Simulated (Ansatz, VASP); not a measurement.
# Ge in two plane-wave programs, part 3 of 3

Aim: how closely do two programs agree when they are given the same cell, functional and k mesh? Of the first pair: The structure shown is frame 125 of Ansatz's trajectory.

VASP 6.6.1 and Ansatz 0.2.0.

So far. Step 6 (VASP: single point, PBE, pair 2): The run ends at a pressure of 2.34 GPa, with forces up to 2.8 eV/Å.

**9. VASP: single point, PBE, pair 3**

Level of this step: PBE; plane waves and PAW (Ge_d) (VASP).

The same cell, functional, mesh and smearing now go to VASP, with its own data sets.

INCAR

```
SYSTEM = Ge
PREC = Accurate
ENCUT = 410
EDIFF = 1E-06
NELM = 120
ISMEAR = -1
SIGMA = 0.106
LREAL = Auto
ALGO = Normal
GGA = PE
NBANDS = 624
LORBIT = 11
LWAVE = .FALSE.
LCHARG = .FALSE.
ISIF = 2
LASPH = .TRUE.
GGA_COMPAT = .FALSE.
NCORE = 2
```

POSCAR

```
Ge
1.0
   11.7850000000      0.0000000000      0.0000000000
    0.0000000000     11.7850000000      0.0000000000
    0.0000000000      0.0000000000     11.7850000000
Ge
76
Direct
    0.1307085278      0.3734662707      0.0606109461
    0.0993635978      0.4044039033      0.4034026305
    0.0658464149      0.3421892236      0.7051251591
    0.8735680950      0.8628256258      0.6400848536
    0.4352991090      0.9767840475      0.9178022910
    0.9660840051      0.0058294442      0.8823165040
    0.1423843869      0.8068985999      0.7132711073
    0.6924056003      0.8178447179      0.3178701739
    0.4950615189      0.2563597794      0.5781501909
    0.7923886296      0.0329147221      0.2032159525
    0.6872634705      0.6539499364      0.0383962664
    0.4946796776      0.4105133644      0.9420704285
    0.4391514637      0.4310733984      0.5123292321
    0.3066949512      0.9005430632      0.7107339839
    0.4936359779      0.4119983029      0.2947730165
    0.1745354264      0.2571828596      0.9006364022
    0.8729910904      0.5375816716      0.5147899873
    0.3016970725      0.7907000424      0.5116673738
    0.5873822656      0.8779380569      0.1100296988
    0.5459397539      0.8535935511      0.6862112855
    0.2252100127      0.0570895206      0.9858888417
    0.5209588460      0.4784980908      0.7339329656
    0.9891217650      0.4819516334      0.8585829444
    0.1753245651      0.1644802715      0.3610861264
    0.3587950785      0.7817819262      0.9649724226
    0.4563597794      0.0818498091      0.7307509546
    0.3293084429      0.5234196012      0.0597030123
    0.6399490878      0.4200933390      0.1257276199
    0.2396690709      0.2940178193      0.5512091642
    0.4529147221      0.9918285957      0.2140687314
    0.9631395842      0.2353754773      0.3973016546
    0.2422231650      0.6054985151      0.4287738651
    0.5407806534      0.7038608401      0.8755791260
    0.5476877387      0.2158506576      0.2865676708
    0.7053033517      0.3663555367      0.6284853627
    0.5825795503      0.2250657616      0.8889944845
    0.4219092066      0.1232414086      0.4251336445
    0.7191175223      0.8594654221      0.8196945269
    0.9254560882      0.6207382266      0.0625880356
    0.2719813322      0.3884938481      0.2343232923
    0.1415358507      0.5727959270      0.6482053458
    0.1501909207      0.0379804837      0.7706406449
    0.6841069156      0.7388035639      0.5486296139
    0.9204157828      0.9145269410      0.0528553246
    0.8042087399      0.5742384387      0.2701909207
    0.7125243954      0.0219940602      0.9845396691
    0.1139669071      0.9841238863      0.2105982181
    0.2316334323      0.0699533305      0.5535850658
    0.0030292745      0.0614255409      0.6064997879
    0.7007467119      0.5983029275      0.7800254561
    0.3314976665      0.3598218074      0.7552906237
    0.1572507425      0.7732795927      0.0869664828
    0.0053712346      0.6619855749      0.3868816292
    0.9224946966      0.6386508273      0.6985320322
    0.8975307594      0.7885617310      0.2263385660
    0.4740941875      0.8977598642      0.4471107340
    0.0568858719      0.8552991090      0.4489944845
    0.7019940602      0.1413831141      0.5980144251
    0.9299703012      0.3943317777      0.2411709801
    0.6524734832      0.0620195163      0.3894442087
    0.8828680526      0.2280271532      0.9787950785
    0.2548663555      0.8745693678      0.3042681375
    0.3880271532      0.1935935511      0.1153160798
    0.5096308867      0.6778277471      0.1800424268
    0.7224268137      0.3992278320      0.8842341960
    0.2093848112      0.4846330081      0.8905473059
    0.3692999576      0.6283241409      0.6754773017
    0.6035299109      0.6180568519      0.3828765380
    0.1685447603      0.6974204497      0.8846924056
    0.9303775986      0.7724734832      0.8878150191
    0.8641578277      0.0128213831      0.4172507425
    0.7219516334      0.3711921935      0.4168095036
    0.0809673314      0.5568519304      0.1911667374
    0.2965379720      0.6479932117      0.2172677132
    0.7486380993      0.2219516334      0.2225795503
    0.9043275350      0.2095036063      0.7507424692
```

KPOINTS

```
Automatic mesh
0
Gamma
1 1 1
0 0 0
```

The projector-augmented-wave data sets are Ge_d (PBE family, release 64).

Started as:

```console
$ mpirun -np 8 vasp_gam
```

Numbers of over 12 decimals in the logs are rounded to 6 here.

The log of the run:

```text
[... set-up lines as in an earlier step ...]
 entering main loop
       N       E                     dE             d eps       ncg     rms          rms(c)
DAV:   1     0.202070862455E+05    0.20207E+05   -0.36768E+05  1264   0.490E+03
DAV:   2     0.471702070805E+04   -0.15490E+05   -0.14891E+05  1248   0.108E+03
DAV:   3     0.622954953589E+03   -0.40941E+04   -0.39255E+04  1248   0.303E+02
DAV:   4    -0.217187095247E+03   -0.84014E+03   -0.76357E+03  1416   0.130E+02
[...]
DAV:  17    -0.309839300272E+03   -0.21134E-04   -0.21085E-04  1296   0.445E-02    0.552E-03
DAV:  18    -0.309839299086E+03    0.11852E-05   -0.10705E-05  1104   0.392E-02    0.246E-03
DAV:  19    -0.309839298678E+03    0.40792E-06   -0.30806E-06   992   0.157E-02
   1 F= -.30983930E+03 E0= -.30920427E+03  d E =-.127006E+01
```

From OUTCAR (step 9):

```text
  FREE ENERGIE OF THE ION-ELECTRON SYSTEM (eV)
  ---------------------------------------------------
  free  energy   TOTEN  =      -309.8392986785 eV

  energy  without entropy=     -308.5692424769  energy(sigma->0) =     -309.20427058
```

The run ends at a pressure of 1.80 GPa, with forces up to 3.6 eV/Å.

**10. Comparison**

Forces on 10 of the 76 atoms, those with the largest forces and the largest differences (eV/Å; atoms numbered as in POSCAR):

| atom | Ansatz x, y, z | VASP x, y, z |
| --- | --- | --- |
| Ge1 | -0.760, 0.152, 1.315 | -0.764, 0.147, 1.316 |
| Ge7 | -3.126, -1.508, -0.758 | -3.124, -1.510, -0.757 |
| Ge9 | 1.191, -1.880, 1.002 | 1.188, -1.875, 1.001 |
| Ge10 | 0.281, -1.930, -0.489 | 0.283, -1.925, -0.490 |
| Ge13 | -0.900, 2.394, -1.053 | -0.901, 2.392, -1.053 |
| Ge14 | 3.174, 1.347, 0.334 | 3.174, 1.342, 0.336 |
| Ge16 | 0.092, -1.233, -1.534 | 0.091, -1.237, -1.533 |
| Ge34 | -0.534, -0.112, -1.149 | -0.534, -0.106, -1.150 |
| Ge66 | -0.180, 0.888, -0.822 | -0.176, 0.895, -0.825 |
| Ge75 | 0.334, 2.622, -0.360 | 0.338, 2.619, -0.364 |

The forces differ by 2.4 meV/Å r.m.s., which is 0.3 % of the r.m.s. force of 0.690 eV/Å (both taken over all components).

**11. What came out**

* r.m.s. force difference (single point, PBE, pair 1): 0.39 % of the r.m.s. force
* r.m.s. force difference (single point, PBE, pair 2): 0.38 % of the r.m.s. force
* r.m.s. force difference (single point, PBE, pair 3): 0.34 % of the r.m.s. force

In words: The r.m.s. force difference is 0.39 % of the r.m.s. force (single point, PBE, pair 1), within the 3 % picked in this series as the mark of a large difference. Such differences can come from data sets, numerical settings and the points named under the comparisons, not from the functional's error against experiment.

[Lines on the potential files, build, host, timing and source positions are cut from VASP's logs without a mark.]

[Logs are printed without paths, hosts, clocks, repeated set-up lines and the standing remarks that a program may print on its own settings, such as how far it seeks lower states.]

[Hosts, paths, dates, database ids (printed as entryN), source tags and the programs' standing remarks are cut or masked in the printed files.]
